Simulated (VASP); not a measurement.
Calculation: PBEsol GGA, VASP's PBE PAW potentials (set 64) (plane waves; VASP).

VASP input:

### POSCAR
```
Cd4S3Se
1
    0.0000000000     2.9407548382     2.9407548382
    2.9407548382     0.0000000000     2.9407548382
   11.7717964694    11.7717964694    -0.0087771167
Cd Se S
4 1 3
Direct
  0.0107298773   0.0107298773   0.9919525921
  0.9897291468   0.9897291468   0.2577031399
  0.9966073036   0.9966073036   0.5025445223
  0.0031090794   0.0031090794   0.7476681905
  0.2472129823   0.2472129823   0.0645902633
  0.2442593090   0.2442593090   0.3168055183
  0.2508224469   0.2508224469   0.5618831648
  0.2575298548   0.2575298548   0.8068526089
```

**KPOINTS**
```
Automatic mesh
0
Gamma
6 6 2
0 0 0
```

**INCAR**
```
EDIFF=1E-6   # SCF stop (eV)
SYSTEM=Cd4S3Se
LREAL=.FALSE.
NSW=60
LCHARG=.FALSE.
GGA=PS
SIGMA=0.05
LASPH=.TRUE.
EDIFFG=-0.02   # ionic stop
LWAVE=.FALSE.
ALGO=Normal
PREC=Accurate
NELM=100
ISIF=3   # ions, shape and volume
ENCUT=400
ISMEAR=0   # Gaussian
LMAXMIX=4   # l cut-off of mixed one-centre charges
IBRION=2
```

POTCAR, in this order: Cd Se S (PBE.64 set). Program: vasp_std.

Question: What will the output report for the number of irreducible k-points (NKPTS), number of bands (NBANDS), largest plane-wave count, number of space-group operations, FFT grid (NGX, NGY, NGZ)?

Answer: 
The number of irreducible k-points (NKPTS) is 22. The number of bands (NBANDS) is 43. The largest plane-wave count is 3715 and the number of space-group operations is 6. The FFT grid (NGX, NGY, NGZ) is 28 × 28 × 112.

The structure was generated: Cd4S3Se was put into an ordered model structure (R3m), which need not be its known phase. This run relaxes it. Symmetry was kept, so distortions that lower it aren't found. The start is the result of an earlier pass.
